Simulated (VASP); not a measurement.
VASP ran on this input.

**KPOINTS**
```
Automatic mesh
0
Gamma
11 11 11
0 0 0
```

### POSCAR
```
GaN
1
   -0.0000000000     2.1584169018     2.1584169018
    2.1584169018    -0.0000000000     2.1584169018
    2.1584169018     2.1584169018    -0.0000000000
Ga N
1 1
Direct
  0.0000000000   0.0000000000   0.0000000000
  0.2500000000   0.2500000000   0.2500000000
```

**INCAR**
```
SYSTEM = GaN
PREC = Accurate
ENCUT = 620
EDIFF = 1E-6
NELM = 100
ALGO = Normal
LREAL = .FALSE.
LASPH = .TRUE.
ISMEAR = 0
SIGMA = 0.05
GGA = PS
LMAXMIX = 4
LWAVE = .FALSE.
LCHARG = .FALSE.
IBRION = 2
ISIF = 3
NSW = 40
EDIFFG = -0.02
PSTRESS = 300
```

POTCAR, in this order: Ga_d N (PBE.64 set). Program: vasp_std.

### Question
Write an equivalent input for Ansatz.

### Answer
One equivalent input (not run):
Ansatz 0.2 input:
```yaml
crystal:
  lattice:
    - [0.0000000, 2.1584169, 2.1584169]
    - [2.1584169, 0.0000000, 2.1584169]
    - [2.1584169, 2.1584169, 0.0000000]
  atoms:
    - { symbol: Ga, position: [0.0000000, 0.0000000, 0.0000000] }
    - { symbol: N, position: [0.2500000, 0.2500000, 0.2500000] }
kpoints:
  mp_grid: { grid: [11, 11, 11] }
hamiltonian:
  xc: pbesol
  pseudopotentials: { kind: paw }
scf:
  occupations: { method: gaussian, width: 0.05 }
  max_iter: 100
relax:
  max_steps: 40
  f_tol: 0.02
  cell: { p_target: 30 }
output: { forces: true, stress: true, eigenvalues: true }
```
Limits of the translation: each code has its own PAW files, so the cut-off isn't converted (ENCUT is set for VASP's; basis.ecutwfc is left out, and Ansatz then takes the one that its files recommend); Ansatz stops its SCF on the density residual and VASP on the energy change (EDIFF).

The structure was generated: GaN was put into the zinc blende type (F-43m), which need not be its known phase. It was relaxed first under an external pressure of 30 GPa.
